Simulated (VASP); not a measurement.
**FeAl (CsCl type): computed properties**

Method: PBEsol GGA, VASP's PBE PAW potentials (set 64) (plane waves; VASP 6.6.1).

```
Quantity                                                               Value
----------------------------------  ----------------------------------------
space group                                                      Pm-3m (221)
cell                                a = b = c = 2.8398 Å, α = β = γ = 90.00°
volume per atom                                                11.45 Å³/atom
band gap (over mesh and band path)  none (metal, semimetal or under 0.01 eV)
Hill bulk modulus                                                    195 GPa
Hill shear modulus                                                   118 GPa
Poisson's ratio                                                        0.249
band gap with spin-orbit coupling                            none (metallic)
density                                                           6.01 g/cm³
optical Γ-point spectrum                                       364 (×3) cm⁻¹
C11                                                                  296 GPa
C12                                                                  145 GPa
C44                                                                  158 GPa
```

```cif
data_AlFe
_chemical_formula_sum 'Al1 Fe1'
_space_group_name_H-M_alt 'Pm-3m'
_space_group_IT_number 221
_space_group_name_Hall '-P 4 2 3'
_cell_length_a 2.83983
_cell_length_b 2.83983
_cell_length_c 2.83983
_cell_angle_alpha 90.000
_cell_angle_beta 90.000
_cell_angle_gamma 90.000
loop_
_atom_site_label
_atom_site_type_symbol
_atom_site_symmetry_multiplicity
_atom_site_Wyckoff_symbol
_atom_site_fract_x
_atom_site_fract_y
_atom_site_fract_z
_atom_site_occupancy
Al1 Al 1 b 0.50000 0.50000 0.50000 1
Fe1 Fe 1 a 0.00000 0.00000 0.00000 1
```

Measured: a 2.910 Å (computed value off by -2.4 %), as given by Yibo Liu et al., IUCrData (2023), doi:10.1107/s2414314623010659. The calculation is for a static lattice, while the measured a holds thermal and zero-point effects, which are part of the difference. Finite-difference elastic constants of metals are sensitive to mesh and smearing; shear constants can be off by tens of GPa.

The compound is FeAl in the CsCl type structure. It was relaxed first, which changed the volume by -7 %. Symmetry was kept, so distortions that lower it aren't found. The run is not spin-polarised, so no magnetic state was tried. The electron count is odd and the run is not spin-polarised, which forces a metal.
